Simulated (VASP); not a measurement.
Consider the following.

```xyz
4
Lattice="1.2300 -2.1304 0.0000 1.2300 2.1304 0.0000 0.0000 0.0000 6.7100" Properties=species:S:1:pos:R:3 pbc="T T T"
C      0.0000     0.0000     1.6775
C      0.0000     0.0000     5.0325
C      1.2300     0.7101     1.6775
C      1.2300    -0.7101     5.0325
```

All values below come from PBE GGA, VASP's PBE PAW potentials (set 64) (plane waves; VASP). Numerical set-up: 520 eV cut-off, 13×13×4 Γ-centred mesh, first-order Methfessel-Paxton smearing of 0.10 eV, potentials C.

### Question
Give the stress tensor in GPa (positive for a compressed cell).

### Answer

```
3.58  0.00  0.00
0.00  3.58  0.00
0.00  0.00  3.60
```
The pressure is its mean diagonal, 3.59 GPa.

The compound is C in the graphite structure. The cell was not relaxed at this level.
